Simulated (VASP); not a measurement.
The system is NaF (Villiaumite).

```
Na F
1.0
     0.00000    2.31406    2.31406
     2.31406    0.00000    2.31406
     2.31406    2.31406    0.00000
Na F
1 1
Direct
  0.00000 0.00000 0.00000
  0.50000 0.50000 0.50000
```

Program: VASP 6.6.1. Alike in all runs: task band structure; potentials or basis VASP PAW PBE potentials, release 64 (Na_pv, F); no spin polarisation; cell as given; k mesh 6 × 6 × 6; cutoff (eV) 520; smearing gaussian 0.03 eV.

Order these runs on this cell by their band gap on the k mesh, lowest first.
A. level HSE06; screening parameter 0.2 1/A
B. level PBE-EpsX; exchange at q = 0 truncated; share of exact exchange 0.5372
C. level PBE0; exchange at q = 0 truncated

A (8.50 eV), C (9.24 eV), B (12.70 eV).

Runs at the PBE level aren't shown here.
